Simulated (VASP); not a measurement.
```
GaSi63
1.0
   10.93707     0.00000     0.00000
    0.00000    10.93707     0.00000
    0.00000     0.00000    10.93707
Si Ga
63 1
Cartesian
  5.45797  10.93116  10.93315
  6.84588   1.36903   1.37049
  8.19909   2.73103  10.93151
  9.58411   4.10839   1.36912
  8.19973  10.93101   2.73194
  9.58594   1.36680   4.10836
 10.93200  10.93131  10.93226
  1.37464   1.37508   1.37478
  2.73135   2.73187   0.00033
  4.11235   4.10988   1.38132
  5.46571   5.46395  10.93207
  6.83687   6.83706   1.37818
  8.19409   8.19470  10.93551
  9.57552   9.57500   1.37423
  2.73151   0.00176   2.73279
  4.11179   1.38130   4.11265
  5.47431   2.72357   2.72493
  6.87990   4.09014   4.09079
  8.20634   5.45030   2.71848
  9.57235   6.83587   4.10560
  5.46507  10.93126   5.46565
  6.83563   1.37977   6.83625
  8.20713   2.71692   5.44800
  9.57090   4.10357   6.83598
  8.19264   0.00059   8.19429
  9.57549   1.37318   9.57616
 10.92909   5.45998  10.93394
  1.37068   6.84473   1.37287
  2.73111   8.19941  10.93348
  4.10778   9.58625   1.36999
 10.93682   2.73136   2.73174
  1.38039   4.10957   4.11245
  2.72663   5.47202   2.72700
  4.09054   6.88168   4.09296
  5.45025   8.20725   2.71821
  6.83690   9.57247   4.10471
 10.92902  10.93019   5.45935
  1.36700   1.36803   6.84651
  2.72255   2.72246   5.47477
  4.08415   4.08803   6.88580
  6.87746   6.88263   6.88125
  8.20040   8.20075   5.46525
  9.58139   9.58398   6.84816
  2.73037  10.93168   8.20021
  4.10736   1.36624   9.58755
  5.44689   2.71618   8.20836
  6.83550   4.10283   9.57175
  8.19844   5.46502   8.19947
  9.58203   6.84604   9.58310
 10.93109   8.19926   2.73281
  1.36646   9.58745   4.10880
 10.93165   5.46402   5.46585
  1.37729   6.83735   6.83739
  2.71622   8.20888   5.45030
  4.10304   9.57348   6.83746
 10.93015   2.73164   8.19978
  1.36377   4.10831   9.58890
  2.71342   5.45009   8.21117
  4.10327   6.83625   9.57519
  5.46312   8.20231   8.20311
  6.84653   9.58556   9.58520
 10.93462   8.19427   8.19430
  1.37328   9.57451   9.57614
  5.43796   5.43831   5.44461
```
Cell charge +1.

All values below come from HSE06 screened hybrid, VASP's PBE PAW potentials (set 64) (plane waves; VASP). Numerical set-up: PREC = Normal, LREAL = Auto, ISYM = 0, NELECT = 254.0, EDIFF = 1E-5, 400 eV cut-off, 1×1×1 Γ-centred mesh, Gaussian smearing of 0.050 eV, potentials Si Ga.

The cell is charged, with a uniform compensating background. The supercell is sampled at Γ alone, which is coarse: total energies, pressure and levels can be off, energies of defects by several tenths of an eV.

Question: Predict the energy per atom (σ→0), largest force.

Answer: 
| Property | Value |
|---|---|
| energy per atom (σ→0) | -6.229 eV/atom |
| largest force | 0.156 eV/Å |

Only differences to runs with the same potentials and settings are physical.

The cell is a supercell with a defect, built from Si (diamond): Ga_Si, charge +1. The cell's shape comes from a PBE relaxation. The run is not spin-polarised, so no state with unpaired spins was tried.
